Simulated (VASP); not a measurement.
Calculation: MS2 meta-GGA, VASP's PBE PAW potentials (set 64) (plane waves; VASP).

Input for VASP

INCAR:
```
ALGO=Normal
EDIFF=1E-6
EDIFFG=-0.01
ENCUT=520
IBRION=2
ISIF=3
ISMEAR=0
LASPH=.TRUE.
LCHARG=.FALSE.
LMAXMIX=4
LMIXTAU=.TRUE.
LREAL=.FALSE.
LWAVE=.FALSE.
METAGGA=MS2
NELM=100
NSW=60
PREC=Accurate
SIGMA=0.05
SYSTEM=ZnS
```

### KPOINTS
```
Automatic mesh
0
gamma
8 8 8
0 0 0
```

File POSCAR:
```
ZnS
1
    0.0000000000     2.7050000000     2.7050000000
    2.7050000000     0.0000000000     2.7050000000
    2.7050000000     2.7050000000     0.0000000000
Zn S
1 1
Direct
  0.0000000000   0.0000000000   0.0000000000
  0.2500000000   0.2500000000   0.2500000000
```

POTCAR, in this order: Zn S (PBE.64 set). Program: vasp_std.

What VASP printed:

OSZICAR:
```
       N       E                     dE             d eps       ncg     rms          rms(c)
DAV:   1     0.712363665632E+02    0.71236E+02   -0.88923E+03   754   0.158E+03
DAV:   2    -0.166703236027E+02   -0.87907E+02   -0.83976E+02   809   0.270E+02
DAV:   3    -0.224934442337E+02   -0.58231E+01   -0.57957E+01   979   0.718E+01
DAV:   4    -0.225584418781E+02   -0.64998E-01   -0.64981E-01   804   0.810E+00
DAV:   5    -0.225593314498E+02   -0.88957E-03   -0.88953E-03   944   0.979E-01    0.912E+00
DAV:   6    -0.124146018938E+02    0.10145E+02   -0.79803E+00   769   0.982E+01    0.667E+00
DAV:   7    -0.130508283815E+02   -0.63623E+00   -0.20825E+00   754   0.269E+01    0.411E+00
DAV:   8    -0.129912698779E+02    0.59559E-01   -0.39073E-01   754   0.138E+01    0.163E+00
DAV:   9    -0.132351132471E+02   -0.24384E+00   -0.28580E-01   754   0.784E+00    0.402E-01
DAV:  10    -0.130244602177E+02    0.21065E+00   -0.22821E-01   754   0.519E+00    0.199E-01
DAV:  11    -0.130251002126E+02   -0.63999E-03   -0.69345E-03   839   0.959E-01    0.127E-01
DAV:  12    -0.130258596402E+02   -0.75943E-03   -0.21202E-04   859   0.175E-01    0.122E-01
DAV:  13    -0.130268154633E+02   -0.95582E-03   -0.19064E-03   769   0.818E-01    0.152E-01
DAV:  14    -0.130278267037E+02   -0.10112E-02   -0.79262E-04   764   0.581E-01    0.840E-02
DAV:  15    -0.130277748415E+02    0.51862E-04   -0.79794E-05   774   0.103E-01    0.479E-02
DAV:  16    -0.130278319645E+02   -0.57123E-04   -0.43643E-06   879   0.261E-02    0.275E-02
DAV:  17    -0.130279134681E+02   -0.81504E-04   -0.21157E-05   774   0.607E-02    0.295E-02
DAV:  18    -0.130279753571E+02   -0.61889E-04   -0.99926E-06   774   0.532E-02    0.116E-02
DAV:  19    -0.130279600879E+02    0.15269E-04   -0.39853E-06   774   0.375E-02    0.160E-02
DAV:  20    -0.130279806382E+02   -0.20550E-04   -0.67875E-06   759   0.358E-02    0.962E-04
DAV:  21    -0.130279816755E+02   -0.10373E-05   -0.21282E-07   417   0.626E-03    0.838E-04
DAV:  22    -0.130279804630E+02    0.12125E-05   -0.70521E-08   387   0.367E-03    0.101E-03
DAV:  23    -0.130279794148E+02    0.10482E-05   -0.26696E-08   392   0.245E-03    0.194E-04
DAV:  24    -0.130279793233E+02    0.91526E-07   -0.39618E-09   392   0.886E-04
   1 F= -.13027979E+02 E0= -.13027979E+02  d E =-.130280E+02
       N       E                     dE             d eps       ncg     rms          rms(c)
DAV:   1    -0.130457577533E+02   -0.17778E-01   -0.25251E-01   879   0.123E+01    0.104E+00
DAV:   2    -0.130323260268E+02    0.13432E-01   -0.52680E-02   884   0.828E+00    0.407E-01
DAV:   3    -0.130300033945E+02    0.23226E-02   -0.21057E-03   769   0.443E-01    0.185E-01
DAV:   4    -0.130293985508E+02    0.60484E-03   -0.49408E-04   789   0.253E-01    0.131E-01
DAV:   5    -0.130288634178E+02    0.53513E-03   -0.25854E-04   898   0.385E-01    0.313E-02
DAV:   6    -0.130290150680E+02   -0.15165E-03   -0.43104E-04   754   0.362E-01    0.161E-02
DAV:   7    -0.130291149343E+02   -0.99866E-04   -0.12823E-04   754   0.192E-01    0.807E-03
DAV:   8    -0.130291513275E+02   -0.36393E-04   -0.16707E-05   774   0.633E-02    0.410E-03
DAV:   9    -0.130291528355E+02   -0.15080E-05   -0.14157E-06   673   0.158E-02    0.820E-04
DAV:  10    -0.130291514298E+02    0.14057E-05   -0.86972E-08   392   0.419E-03    0.262E-04
DAV:  11    -0.130291511770E+02    0.25287E-06   -0.19035E-08   387   0.256E-03
   2 F= -.13029151E+02 E0= -.13029151E+02  d E =-.117185E-02
```

File OUTCAR:
```
------------------------ aborting loop because EDIFF is reached ----------------------------------------
  FORCE on cell =-STRESS in cart. coord.  units (eV):
  Direction    XX          YY          ZZ          XY          YZ          ZX
  --------------------------------------------------------------------------------------
  Total        0.0167459      0.0167459      0.0167459      0.0000000     -0.0000000     -0.0000000
  in kB        0.6848760      0.6848760      0.6848760      0.0000000     -0.0000000     -0.0000000
  external PRESSURE =       0.6848760 kB  Pullay stress =       0.0000000 kB
  volume of cell :       39.17
      direct lattice vectors                 reciprocal lattice vectors
    -0.000000000  2.695624140  2.695624140    -0.185485800  0.185485800  0.185485800
     2.695624140 -0.000000000  2.695624140     0.185485800 -0.185485800  0.185485800
     2.695624140  2.695624140 -0.000000000     0.185485800  0.185485800 -0.185485800
  FREE ENERGIE OF THE ION-ELECTRON SYSTEM (eV)
  ---------------------------------------------------
  free  energy   TOTEN  =       -13.0291511770 eV

  energy  without entropy=      -13.0291511770  energy(sigma->0) =      -13.02915118

 reached required accuracy - stopping structural energy minimisation
```
(Selected blocks of OUTCAR.)

CONTCAR:
```
ZnS
   1.00000000000000
    -0.0000000000000000    2.6956241404941643    2.6956241404941643
     2.6956241404941643   -0.0000000000000000    2.6956241404941643
     2.6956241404941643    2.6956241404941643   -0.0000000000000000
  Zn              S
     1     1
Direct
     1.0000000000000000    0.0000000000000000    0.0000000000000000
     0.2500000000000000    0.2500000000000000    0.2500000000000000
```

The compound is ZnS in the zinc blende structure. This run relaxes it. Symmetry was kept, so distortions that lower it aren't found.
